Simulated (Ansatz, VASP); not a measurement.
# LaB6: VASP beside Ansatz, part 2 of 2

Wanted: the spread between two codes on one cell, functional and k mesh. The cell is taken from a series of runs on this material, whose earlier steps may have relaxed, scaled, displaced or heated it; both programs get it as it stands.

VASP 6.6.1 and Ansatz 0.2.0.

So far: Starting point; Ansatz: relaxation of cell and atoms, PBEsol.

## (3) VASP: relaxation of cell and atoms, PBEsol

Level of this step: PBEsol; plane waves and PAW (La, B) (VASP).

The same cell, functional, mesh and smearing now go to VASP, with its own data sets.

Lines of VASP's logs that name or quote its potential files are left out, and so is its time.

File INCAR:

```
SYSTEM = LaB6
PREC = Accurate
ENCUT = 500
EDIFF = 1E-07
NELM = 200
ISMEAR = 1
SIGMA = 0.2
LREAL = .FALSE.
ALGO = Normal
GGA = PS
NBANDS = 21
LASPH = .TRUE.
LORBIT = 11
LWAVE = .FALSE.
LCHARG = .FALSE.
ISIF = 3
IBRION = 2
NSW = 80
EDIFFG = -0.005
GGA_COMPAT = .FALSE.
NELMIN = 4
LMAXMIX = 6
KPAR = 2
```

File POSCAR:

```
LaB6
1.0
    4.1301360000      0.0000000000      0.0000000000
    0.0000000000      4.1301360000      0.0000000000
    0.0000000000      0.0000000000      4.1301360000
La B
1 6
Direct
    0.0000000000      0.0000000000      0.0000000000
    0.1996607376      0.5000000000      0.5000000000
    0.5000000000      0.1996607376      0.5000000000
    0.8003392624      0.5000000000      0.5000000000
    0.5000000000      0.8003392624      0.5000000000
    0.5000000000      0.5000000000      0.1996607376
    0.5000000000      0.5000000000      0.8003392624
```

File KPOINTS:

```
Automatic mesh
0
Gamma
10 10 10
0 0 0
```

PAW data sets: La and B (PBE family, release 64).

Command:

```sh
mpirun -np 2 vasp_std
```

Numbers of over 12 decimals in the logs are rounded to 6 here.

Log:

```text
[banner, memory and clock lines left out]
running    2 mpi-ranks, on    1 nodes
 distrk:  each k-point on    1 cores,    2 groups
 distr:  one band on    1 cores,    1 groups

 POSCAR found type information on POSCAR LaB
 POSCAR found :  2 types and       7 ions
|                                                                             |
|               ----> ADVICE to this user running VASP <----                  |
|                                                                             |
|     You enforced a specific xc type in the INCAR file but a different       |
|     [... a line on the potential file left out ...]
|     I HOPE YOU KNOW WHAT YOU ARE DOING!                                     |
|                                                                             |

 LDA part: xc-table for (Slater+PW92), standard interpolation
 POSCAR, INCAR and KPOINTS ok, starting setup
 FFT: planning ... GRIDC
 FFT: planning ... GRID_SOFT
 FFT: planning ... GRID
 WAVECAR not read
 entering main loop
       N       E                     dE             d eps       ncg     rms          rms(c)
DAV:   1     0.215457814342E+03    0.21546E+03   -0.10909E+04  2416   0.171E+03
DAV:   2    -0.239598937781E+02   -0.23942E+03   -0.21872E+03  2930   0.294E+02
DAV:   3    -0.546602649296E+02   -0.30700E+02   -0.27954E+02  3511   0.149E+02
DAV:   4    -0.558372785697E+02   -0.11770E+01   -0.11667E+01  4368   0.241E+01
DAV:   5    -0.558765739883E+02   -0.39295E-01   -0.39198E-01  3637   0.361E+00    0.915E+00
DAV:   6    -0.518412372597E+02    0.40353E+01   -0.10048E+01  3616   0.177E+01    0.465E+00
DAV:   7    -0.515687158704E+02    0.27252E+00   -0.45548E+00  4054   0.110E+01    0.189E+00
DAV:   8    -0.516821235137E+02   -0.11341E+00   -0.22353E+00  4070   0.141E+01    0.145E+00
DAV:   9    -0.515437373351E+02    0.13839E+00   -0.36129E-01  3973   0.467E+00    0.672E-01
DAV:  10    -0.515241423037E+02    0.19595E-01   -0.18842E-01  4107   0.346E+00    0.127E-01
DAV:  11    -0.515255300322E+02   -0.13877E-02   -0.99628E-03  3758   0.568E-01    0.127E-01
DAV:  12    -0.515249739563E+02    0.55608E-03   -0.15384E-03  4154   0.355E-01    0.579E-02
DAV:  13    -0.515247934115E+02    0.18054E-03   -0.81631E-04  4168   0.219E-01    0.135E-02
DAV:  14    -0.515247930579E+02    0.35361E-06   -0.63188E-05  4188   0.530E-02    0.449E-03
DAV:  15    -0.515247938363E+02   -0.77843E-06   -0.78548E-06  4480   0.218E-02    0.369E-03
DAV:  16    -0.515247938452E+02   -0.88596E-08   -0.96098E-07  3943   0.853E-03
   1 F= -.51524794E+02 E0= -.51524789E+02  d E =-.515248E+02
 curvature:   0.00 expect dE= 0.000E+00 dE for cont linesearch  0.000E+00
 trial: gam= 0.00000 g(F)=  0.255E-03 g(S)=  0.531E-04 ort = 0.000E+00 (trialstep = 0.100E+01)
 search vector abs. value=  0.308E-03
 bond charge predicted
       N       E                     dE             d eps       ncg     rms          rms(c)
DAV:   1    -0.515247432718E+02    0.50565E-04   -0.21921E-02  2995   0.964E-01    0.684E-02
DAV:   2    -0.515246558349E+02    0.87437E-04   -0.10708E-03  3616   0.325E-01    0.329E-02
DAV:   3    -0.515246197674E+02    0.36068E-04   -0.20214E-04  3891   0.108E-01    0.759E-03
DAV:   4    -0.515246178829E+02    0.18845E-05   -0.29969E-05  3883   0.501E-02    0.543E-03
DAV:   5    -0.515246169352E+02    0.94772E-06   -0.47622E-06  4422   0.173E-02    0.154E-03
DAV:   6    -0.515246168332E+02    0.10199E-06   -0.28675E-07  3153   0.367E-03    0.112E-03
DAV:   7    -0.515246165902E+02    0.24296E-06   -0.12134E-07  2960   0.304E-03    0.197E-04
DAV:   8    -0.515246165830E+02    0.71773E-08   -0.19290E-08  1586   0.185E-03
   2 F= -.51524617E+02 E0= -.51524605E+02  d E =0.177262E-03
 trial-energy change:    0.000177  1 .order    0.000176   -0.000308    0.000660
 step:   0.3164(harm=  0.3182)  dis= 0.00045  next Energy=   -51.524843 (dE=-0.487E-04)
 bond charge predicted
       N       E                     dE             d eps       ncg     rms          rms(c)
DAV:   1    -0.515248991805E+02   -0.28259E-03   -0.10243E-02  2990   0.658E-01    0.468E-02
DAV:   2    -0.515248591086E+02    0.40072E-04   -0.49931E-04  3598   0.222E-01    0.225E-02
DAV:   3    -0.515248426738E+02    0.16435E-04   -0.96907E-05  3867   0.749E-02    0.511E-03
DAV:   4    -0.515248423754E+02    0.29845E-06   -0.14617E-05  3871   0.353E-02    0.376E-03
DAV:   5    -0.515248423563E+02    0.19095E-07   -0.23192E-06  4393   0.121E-02    0.102E-03
DAV:   6    -0.515248424409E+02   -0.84567E-07   -0.11923E-07  2218   0.260E-03
   3 F= -.51524842E+02 E0= -.51524836E+02  d E =-.485957E-04
 curvature:  -0.16 expect dE=-0.101E-05 dE for cont linesearch -0.691E-08
 trial: gam= 0.00865 g(F)=  0.725E-06 g(S)=  0.560E-05 ort = 0.366E-05 (trialstep = 0.863E+00)
 search vector abs. value=  0.641E-05
 reached required accuracy - stopping structural energy minimisation
```

OUTCAR, selected parts (step 3):

```text
ion  position               nearest neighbor table
   1  0.000  0.000  0.000-
   2  0.200  0.500  0.500-   4 1.65   3 1.75   5 1.75   6 1.75   7 1.75
   3  0.500  0.200  0.500-   5 1.65   4 1.75   2 1.75   6 1.75   7 1.75
   4  0.800  0.500  0.500-   2 1.65   3 1.75   5 1.75   6 1.75   7 1.75
   5  0.500  0.800  0.500-   3 1.65   2 1.75   4 1.75   6 1.75   7 1.75
   6  0.500  0.500  0.200-   7 1.65   3 1.75   4 1.75   5 1.75   2 1.75
   7  0.500  0.500  0.800-   6 1.65   3 1.75   4 1.75   5 1.75   2 1.75

  LATTYP: Found a simple cubic cell.
 ALAT       =     4.1301360000

 Subroutine GETGRP returns: Found 48 space group operations
 (whereof 48 operations were pure point group operations)

The static configuration has the point symmetry O_h .

 Found     56 irreducible k-points:

   k-points           NKPTS =     56   k-points in BZ     NKDIM =     56   number of bands    NBANDS=     21

   dimension x,y,z NGX =    30 NGY =   30 NGZ =   30
   dimension x,y,z NGXF=    60 NGYF=   60 NGZF=   60

   ENCUT  =  500.0 eV  36.75 Ry    6.06 a.u.   7.53  7.53  7.53*2*pi/ulx,y,z

   NELECT =      29.0000    total number of electrons

 k-points in reciprocal lattice and weights: Automatic mesh
   0.00000000  0.00000000  0.00000000       0.001
   0.10000000  0.00000000  0.00000000       0.006
   0.20000000  0.00000000  0.00000000       0.006
   0.30000000  0.00000000  0.00000000       0.006
   0.40000000  0.00000000  0.00000000       0.006
   0.50000000  0.00000000  0.00000000       0.003
   0.10000000  0.10000000  0.00000000       0.012
   0.20000000  0.10000000  0.00000000       0.024
   0.30000000  0.10000000  0.00000000       0.024
[...]
0.50000000  0.50000000  0.40000000       0.006
   0.50000000  0.50000000  0.50000000       0.001

 average (electrostatic) potential at core
       1 -95.5311       2 -23.9332       3 -23.9332       4 -23.9332       5 -23.9332
       6 -23.9332       7 -23.9332

 E-fermi :   8.6062

 k-point     1 :       0.0000    0.0000    0.0000
  band No.  band energies     occupation
    ...
     10       1.6718      2.00000
     11       1.6718      2.00000
     12       6.7665      2.00000
     13       6.7665      2.00000
     14       6.7665      2.00000
     15       8.8588     -0.07049
     16       8.8588     -0.07049
     17       8.8588     -0.07049
     18      10.1513     -0.00000
     19      10.1513     -0.00000
    ...

 k-point     2 :       0.1000    0.0000    0.0000
  band No.  band energies     occupation
    ...
     11       2.3372      2.00000
     12       6.4682      2.00000
     13       6.4682      2.00000
     14       6.8001      2.00000
     15       8.3414      2.06825
     16       9.2036     -0.00020
     17       9.2036     -0.00020
     18      10.1967     -0.00000
     19      10.4658     -0.00000
     20      10.6182     -0.00000
    ...

 k-point     3 :       0.2000    0.0000    0.0000
  band No.  band energies     occupation
    ...
     11       3.3589      2.00000
     12       5.9463      2.00000
     13       5.9463      2.00000
     14       6.8920      2.00000
     15       7.5087      2.00000
     16       9.7766     -0.00000
     17       9.7766     -0.00000
     18      10.2713     -0.00000
     19      10.6533     -0.00000
     20      10.7370     -0.00000
    ...

  Total        0.0164525      0.0164525      0.0164525      0.0000000      0.0000000     -0.0000000
  in kB        0.3740286      0.3740286      0.3740286      0.0000000      0.0000000     -0.0000000
  external PRESSURE =       0.3740286 kB  Pullay stress =       0.0000000 kB

  energy-cutoff  :      500.00
  volume of cell :       70.48
      direct lattice vectors                 reciprocal lattice vectors
     4.130592547 -0.000000000  0.000000000     0.242096016 -0.000000000  0.000000000
     0.000000000  4.130592547  0.000000000     0.000000000  0.242096016  0.000000000
    -0.000000000 -0.000000000  4.130592547    -0.000000000 -0.000000000  0.242096016

 POSITION                                       TOTAL-FORCE (eV/Angst)
 -----------------------------------------------------------------------------------
      0.00000     -0.00000      0.00000        -0.000000      0.000000     -0.000000
      0.82426      2.06530      2.06530         0.001582     -0.000000     -0.000000
      2.06530      0.82426      2.06530        -0.000000      0.001582     -0.000000
      3.30633      2.06530      2.06530        -0.001582      0.000000     -0.000000
      2.06530      3.30633      2.06530        -0.000000     -0.001582     -0.000000
      2.06530      2.06530      0.82426        -0.000000     -0.000000      0.001582
      2.06530      2.06530      3.30633        -0.000000      0.000000     -0.001582
 -----------------------------------------------------------------------------------
    total drift:                                0.000000      0.000000     -0.000000

  FREE ENERGIE OF THE ION-ELECTRON SYSTEM (eV)
  ---------------------------------------------------
  free  energy   TOTEN  =       -51.5248424409 eV

  energy  without entropy=      -51.5248217453  energy(sigma->0) =      -51.52483554

 reached required accuracy - stopping structural energy minimisation

 total charge
# of ion       s       p       d       f       tot
--------------------------------------------------
    1        2.007   5.641   0.653   0.225   8.526
    2        0.696   1.374   0.000   0.000   2.071
    3        0.696   1.374   0.000   0.000   2.071
    4        0.696   1.374   0.000   0.000   2.071
    5        0.696   1.374   0.000   0.000   2.071
    6        0.696   1.374   0.000   0.000   2.071
    7        0.696   1.374   0.000   0.000   2.071
--------------------------------------------------
tot          6.185  13.888   0.653   0.225  20.952

[... 3 further parts left out ...]
```

CONTCAR:

```
LaB6
   1.00000000000000
     4.1305925468358486   -0.0000000000000000    0.0000000000000000
     0.0000000000000000    4.1305925468358486    0.0000000000000000
    -0.0000000000000000   -0.0000000000000000    4.1305925468358486
  La              B
     1     6
Direct
     0.0000000000000000    0.0000000000000000    0.0000000000000000
     0.1995510193356889    0.5000000000000000    0.5000000000000000
     0.5000000000000000    0.1995510193356889    0.5000000000000000
     0.8004489806643111    0.5000000000000000    0.5000000000000000
     0.5000000000000000    0.8004489806643111    0.5000000000000000
     0.5000000000000000    0.5000000000000000    0.1995510193356889
     0.5000000000000000    0.5000000000000000    0.8004489806643111
```

## (4) Differences

Known differences besides the potentials themselves: the cutoff is 420 eV in Ansatz and 500 eV in VASP; Ansatz makes its cores anew for this functional, VASP keeps those of its PBE data sets; Ansatz adds a Pulay correction to the stress that steers its cell, VASP none. Total energies have different zeros and are not compared.

Both answers:

| quantity | Ansatz | VASP | difference |
| --- | --- | --- | --- |
| volume (Å³) | 70.44 | 70.48 | -0.05 % |
| edge a after relaxation, in the typed setting (Å) | 4.130 | 4.131 | -0.01 % |

## (5) VASP: zone-centre phonons, PBEsol

Second derivatives magnify differences that forces hide, and they need a tight electronic threshold.

File INCAR:

```
SYSTEM = LaB6
PREC = Accurate
ENCUT = 500
EDIFF = 1E-08
NELM = 200
ISMEAR = 1
SIGMA = 0.2
LREAL = .FALSE.
ALGO = Normal
GGA = PS
NBANDS = 21
LASPH = .TRUE.
LORBIT = 11
LWAVE = .FALSE.
LCHARG = .FALSE.
ISIF = 2
IBRION = 8
GGA_COMPAT = .FALSE.
LMAXMIX = 6
KPAR = 2
```

File POSCAR:

```
LaB6
1.0
    4.1299556161      0.0000000000      0.0000000000
    0.0000000000      4.1299556161      0.0000000000
    0.0000000000      0.0000000000      4.1299556161
La B
1 6
Direct
    0.0000000000      0.0000000000      0.0000000000
    0.1996545289      0.5000000000      0.5000000000
    0.5000000000      0.1996545289      0.5000000000
    0.8003454711      0.5000000000      0.5000000000
    0.5000000000      0.8003454711      0.5000000000
    0.5000000000      0.5000000000      0.1996545289
    0.5000000000      0.5000000000      0.8003454711
```

KPOINTS is that of step 3.

Command:

```sh
mpirun -np 2 vasp_std
```

Log:

```text
[banner, memory and clock lines left out]
running    2 mpi-ranks, on    1 nodes
[...]
[... a notice as in an earlier step ...]

 LDA part: xc-table for (Slater+PW92), standard interpolation
 POSCAR, INCAR and KPOINTS ok, starting setup
[...]
entering main loop
       N       E                     dE             d eps       ncg     rms          rms(c)
DAV:   1     0.222332173225E+03    0.22233E+03   -0.11029E+04  2408   0.174E+03
DAV:   2    -0.162874740040E+02   -0.23862E+03   -0.21557E+03  2824   0.300E+02
DAV:   3    -0.543286994406E+02   -0.38041E+02   -0.34641E+02  3477   0.149E+02
DAV:   4    -0.558281018011E+02   -0.14994E+01   -0.14893E+01  4282   0.290E+01
[...]
DAV:  17    -0.515247733868E+02    0.64058E-07   -0.31050E-07  4077   0.388E-03    0.374E-04
DAV:  18    -0.515247734001E+02   -0.13285E-07   -0.44730E-08  3894   0.130E-03    0.133E-04
DAV:  19    -0.515247733965E+02    0.36323E-08   -0.32187E-09  1862   0.435E-04
   1 F= -.51524773E+02 E0= -.51524769E+02  d E =-.137533E-04
[...]
RMM:  16    -0.515860720310E-01   -0.10619E-07    0.87066E-09 13333   0.358E-04    0.978E-06
RMM:  17    -0.515860369484E-01    0.35083E-07    0.17506E-08 13016   0.335E-04    0.682E-06
RMM:  18    -0.515860374902E-01   -0.54177E-09    0.30983E-08 13586   0.307E-04    0.799E-06
 first order change of Fermi-energy   0.40585E+00
 force on displaced ion       2 direction 1 : -38.023   0.000   0.000
 Linear response progress:
  Degree of freedom:   3/  3
       N       E                     dE             d eps       ncg     rms          rms(c)
RMM:   1    -0.496743382028E-01   -0.49674E-01    0.12848E-02 33457   0.115E+00
RMM:   2    -0.454125628274E-01    0.42618E-02   -0.34963E-03 22016   0.522E-01    0.141E-01
RMM:   3    -0.453671440837E-01    0.45419E-04   -0.15245E-03 26258   0.224E-01    0.720E-02
RMM:   4    -0.457355652285E-01   -0.36842E-03   -0.95268E-04 26681   0.174E-01    0.163E-02
[...]
RMM:  12    -0.457551501819E-01   -0.15354E-06   -0.10339E-07 34667   0.775E-04    0.212E-05
RMM:  13    -0.457551932288E-01   -0.43047E-07   -0.25424E-08 34691   0.519E-04    0.120E-05
RMM:  14    -0.457552018801E-01   -0.86513E-08   -0.28060E-08 33610   0.400E-04    0.101E-05
 first order change of Fermi-energy  -0.42308E-05
 force on displaced ion       2 direction 2 :  -0.001 -13.524   0.000
 Linear response finished
```

OUTCAR, selected parts (step 5):

```text
[... 1 part as in an earlier step ...]
```

## (6) Ansatz: zone-centre phonons, PBEsol

The same cell, functional, mesh and smearing now go to Ansatz, which takes its cutoff from its data sets.

The cell is taken from a series of runs on this material, whose earlier steps may have relaxed, scaled, displaced or heated it; both programs get it as it stands.

File input.yaml:

```yaml
crystal:
  lattice:
    - [4.1299556161, 0.0, 0.0]
    - [0.0, 4.1299556161, 0.0]
    - [0.0, 0.0, 4.1299556161]
  atoms:
    - { symbol: La, position: [0.0, 0.0, 0.0] }
    - { symbol: B, position: [0.1996545289, 0.5, 0.5] }
    - { symbol: B, position: [0.5, 0.1996545289, 0.5] }
    - { symbol: B, position: [0.8003454711, 0.5, 0.5] }
    - { symbol: B, position: [0.5, 0.8003454711, 0.5] }
    - { symbol: B, position: [0.5, 0.5, 0.1996545289] }
    - { symbol: B, position: [0.5, 0.5, 0.8003454711] }
kpoints:
  mp_grid: { grid: [10, 10, 10] }
hamiltonian:
  xc: pbesol
scf:
  occupations: { method: methfessel_paxton, width: 0.2 }
output:
  eigenvalues: true
phonons:
  method: dfpt
```

Command:

```sh
ansatz run input.yaml --threads 4 --pin off --max-ram 14336MiB --backend cpu --events-out ev --progress --plain --runs-dir out
```

Log:

```text
zone centre: on kpoints.mp_grid the ground state, and the responses unless they are solved on pairs of k-points, stand on 216 of the mesh's 1000 k-points, reduced under 4 symmetry operations, with k and −k counted as one. Each operation leaves every solved displacement unchanged or reverses it
[...]
Crystal: 7 atoms, lattice volume = 70.443 Å³
[...]
ASR residual: 6.332e-6 → 0.000e0 eV/Å²; symmetrization residual: 2.199e-7 eV/Å²
  ASR residual per site (eV/Å²): 6.33e-6 3.57e-6 3.57e-6 3.57e-6 3.57e-6 3.57e-6 3.57e-6
  Γ frequencies (cm⁻¹): 0.00 0.00 0.00 186.40 186.40 186.40 518.77 518.77 518.77 563.07 563.07 563.07 705.05 705.05 705.05 857.67 857.67 857.67 1135.39 1135.39 1286.54
  non-analytic LO–TO correction: not included (Born effective charges unavailable; polar crystals: no LO–TO splitting at Γ)
[key lines of the parts left out:]
SCF converged after 9 iterations
Free energy (F): -7081.230981 eV
Fermi energy:    12.215889 eV
```

## (7) Side by side

The two programs side by side:

| quantity | Ansatz | VASP | difference |
| --- | --- | --- | --- |
| optical mode 1 to 3 (cm⁻¹) | 186.4 | 186.3 | +0.03 % |
| optical mode 4 to 6 (cm⁻¹) | 518.8 | 520.2 | -0.27 % |
| optical mode 7 to 9 (cm⁻¹) | 563.1 | 562.3 | +0.14 % |
| optical mode 10 to 12 (cm⁻¹) | 705.0 | 707.6 | -0.36 % |
| optical mode 13 to 15 (cm⁻¹) | 857.7 | 861.3 | -0.43 % |
| optical mode 16 to 17 (cm⁻¹) | 1135.4 | 1137.7 | -0.20 % |
| optical mode 18 (cm⁻¹) | 1286.5 | 1293.5 | -0.54 % |

Modes are paired by rising frequency, not by their patterns, so a pair may set unlike modes beside each other; they are those without the splitting of longitudinal modes.

## (8) Summary of results

```
difference in volume (relaxation of cell and atoms, PBEsol)                                                          : -0.046 %
r.m.s. difference of the optical zone-centre modes, each program's sorted by frequency (zone-centre phonons, PBEsol) : 2.7 cm⁻¹
difference in optical mode 18 (zone-centre phonons, PBEsol)                                                          : -0.5 %
```

**Reading.** The difference in volume is -0.046 % (relaxation of cell and atoms, PBEsol), within the 1.2 % picked in this series as the mark of a large difference, as far as the stopping tolerances let one tell. Among the rows given in per cent, the largest difference of the zone-centre phonons, PBEsol pair is in optical mode 18, -0.5 %. Such differences can come from data sets, numerical settings and the points named under the comparisons, not from the functional's error against experiment.

[Lines on the potential files, build, host, timing and source positions are cut from VASP's logs without a mark.]

[Logs are printed without paths, hosts, clocks, repeated set-up lines and the standing remarks that a program may print on its own settings, such as how far it seeks lower states.]

[Hosts, paths, dates, database ids (printed as entryN), source tags and the programs' standing remarks are cut or masked in the printed files.]
